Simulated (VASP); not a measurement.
Input:

```
Se
1.0
    2.23164    -3.84579     0.00000
    2.23164     3.84579     0.00000
    0.00000     0.00000     5.08093
Se
3
Direct
  0.00000   0.22500   0.66667
  0.77500   0.77500   0.00000
  0.24599   0.02099   0.33333
```

Level of theory: PBE GGA, VASP's PBE PAW potentials (set 64) (plane waves; VASP). Numerical set-up: 400 eV cut-off, KSPACING 0.25 per Å, Gaussian smearing of 0.050 eV, potentials Se.

Problem. Give the force on each atom (eV/Å).

Solution. 
```json
[
 {"atom": "Se1", "Fx": "-0.036", "Fy": "-0.190", "Fz": "0.008"},
 {"atom": "Se2", "Fx": "0.475", "Fy": "-0.079", "Fz": "0.078"},
 {"atom": "Se3", "Fx": "-0.440", "Fy": "0.269", "Fz": "-0.085"}
]
```

Problem. Give the stress tensor in GPa (positive for a compressed cell).

Solution. 
```
-1.59   0.47  -0.42
 0.47  -0.89   0.28
-0.42   0.28  -1.58
```
The pressure is its mean diagonal, -1.35 GPa.

The compound is Se in the trig structure. The cell was not relaxed at this level, atoms are displaced from their ideal sites. The run is one of a series of settings (KGAMMA = .TRUE., KSPACING = 0.25, KPOINTS file removed against the base run), some of them coarse on purpose.
